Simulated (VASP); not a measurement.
Consider the following.

```yaml
crystal:
  lattice:
    - [5.07323, 0.00000, 0.00000]
    - [0.00000, 5.07323, 0.00000]
    - [0.00000, 0.00000, 3.44783]
  atoms:
    - { symbol: Pb, position: [0.00000, 0.00000, 0.00000] }
    - { symbol: Pb, position: [0.50000, 0.50000, 0.50000] }
    - { symbol: O, position: [0.30799, 0.30799, 0.00000] }
    - { symbol: O, position: [0.80799, 0.19201, 0.50000] }
    - { symbol: O, position: [0.19201, 0.80799, 0.50000] }
    - { symbol: O, position: [0.69201, 0.69201, 0.00000] }
```

Calculation: PW91 GGA, VASP's PBE PAW potentials (set 64) (plane waves; VASP). Run with 520 eV cut-off, Gaussian smearing of 0.050 eV, potentials Pb_d O.

Unless said otherwise, spin-orbit coupling is left out, though it shifts the bands of the heavy elements here.

Q: Give the energies of bands 15 to 28 at the high-symmetry points, in eV from the valence-band maximum.

A: 
| band | Γ | X | M | Z | R | A |
|---|---|---|---|---|---|---|
| 15 | -7.86 | -6.32 | -5.60 | -7.22 | -6.96 | -7.64 |
| 16 | -3.14 | -6.32 | -5.60 | -7.22 | -6.96 | -7.64 |
| 17 | -3.09 | -2.43 | -2.99 | -3.20 | -4.39 | -3.71 |
| 18 | -3.09 | -2.43 | -2.99 | -3.20 | -4.39 | -3.71 |
| 19 | -2.23 | -2.29 | -2.42 | -2.81 | -3.24 | -1.87 |
| 20 | -1.88 | -2.29 | -2.42 | -2.81 | -3.24 | -1.87 |
| 21 | -1.67 | -1.23 | -1.42 | -1.90 | -0.97 | -1.86 |
| 22 | -0.69 | -1.23 | -1.42 | -1.90 | -0.97 | -1.86 |
| 23 | -0.59 | -0.62 | -0.64 | -0.98 | -0.67 | -0.59 |
| 24 | -0.59 | -0.62 | -0.64 | -0.98 | -0.67 | -0.59 |
| 25 | -0.52 | -0.32 | -0.42 | -0.69 | -0.23 | -0.45 |
| 26 | -0.52 | -0.32 | -0.42 | -0.69 | -0.23 | -0.45 |
| 27 | 0.13 | 2.14 | 2.53 | 3.45 | 3.73 | 2.60 |
| 28 | 3.93 | 2.14 | 2.53 | 3.45 | 3.73 | 2.60 |

The gap is indirect, 0.04 eV, from the valence maximum at Γ-Z at 0.22 to the conduction minimum at M-Γ at 0.78.

The compound is PbO2 in the rutile structure. It was relaxed first, which changed the volume by +6 %.
